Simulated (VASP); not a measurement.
The input files of a VASP run:

File POSCAR:
```
Pb
1
    0.0000000000     2.5117489325     2.5117489325
    2.5117489325    -0.0000000000     2.5117489325
    2.5117489325     2.5117489325    -0.0000000000
Pb
1
Direct
  0.0000000000   0.0000000000   0.0000000000
```

### INCAR
```
# general
SYSTEM  = Pb
PREC    = Accurate
ENCUT   = 400
LREAL   = .FALSE.
LASPH   = .TRUE.   # aspherical one-centre terms

# electronic loop
EDIFF   = 1E-6
NELM    = 100   # most electronic steps
ALGO    = Normal   # blocked Davidson
LMAXMIX = 4   # l cut-off of mixed one-centre charges

# smearing
ISMEAR  = 1   # Methfessel-Paxton
SIGMA   = 0.1   # width (eV)

# functional
GGA     = PE

# ions
IBRION  = 2   # conjugate gradients
NSW     = 60
ISIF    = 3
EDIFFG  = -0.01   # ionic stop

# output
LWAVE   = .FALSE.
LCHARG  = .FALSE.
```

### KPOINTS
```
kpoints
0
gamma
11 11 11
0 0 0
```

POTCAR, in this order: Pb_d (PBE.64 set). Program: vasp_std.

Problem. Write an equivalent input for Quantum ESPRESSO's pw.x.

Solution. One equivalent input (not run):
```
&CONTROL
  calculation = 'vc-relax'
  pseudo_dir = './pseudo'
  outdir = './out'
  tprnfor = .true.
  tstress = .true.
  nstep = 60
  forc_conv_thr = 0.00039
/
&SYSTEM
  ibrav = 0
  nat = 1
  ntyp = 1
  ecutwfc = 62.5
  occupations = 'smearing'
  smearing = 'methfessel-paxton'
  degauss = 0.00735
  input_dft = 'pbe'
/
&ELECTRONS
  conv_thr = 7.3e-08
  electron_maxstep = 100
/
&IONS
/
&CELL
/
ATOMIC_SPECIES
  Pb 207.200 Pb.upf
CELL_PARAMETERS angstrom
     0.0000000    2.5117489    2.5117489
     2.5117489   -0.0000000    2.5117489
     2.5117489    2.5117489   -0.0000000
ATOMIC_POSITIONS crystal
  Pb   0.0000000  0.0000000  0.0000000
K_POINTS automatic
  11 11 11 0 0 0
```
Limits of the translation: the potentials are each code's own (VASP's PAW set, PseudoDojo norm-conserving files in pw.x), so ENCUT and ecutwfc are chosen apart and not converted; conv_thr bounds pw.x's estimated SCF error, while EDIFF bounds the energy change between steps; forc_conv_thr acts on force components and is met together with etot_conv_thr.

The compound is Pb in the fcc structure. This run relaxes it. Symmetry was kept, so distortions that lower it aren't found. The start is the result of an earlier pass.
